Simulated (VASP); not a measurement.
Data:

```xyz
3
Lattice="0.0000 3.5461 3.5461 3.5461 0.0000 3.5461 3.5461 3.5461 0.0000" Properties=species:S:1:pos:R:3 pbc="T T T"
Ca     5.3191     5.3191     5.3191
Ca     1.7730     1.7730     1.7730
Si     0.0000     0.0000     0.0000
```

Method: PBEsol GGA, VASP's PBE PAW potentials (set 64) (plane waves; VASP 6.6.1). Settings: 400 eV cut-off, 5×5×5 Γ-centred mesh, Gaussian smearing of 0.050 eV, potentials Ca_sv Si.

**Question.** What does the run give for the energy per atom (σ→0)?

**Answer.** 
* **energy per atom (σ→0)**: -3.790 eV/atom

The structure comes from a computed database's Ca2Si entry (Fm-3m); how it stands against other phases isn't given here. It was relaxed first. The start is the result of an earlier pass.
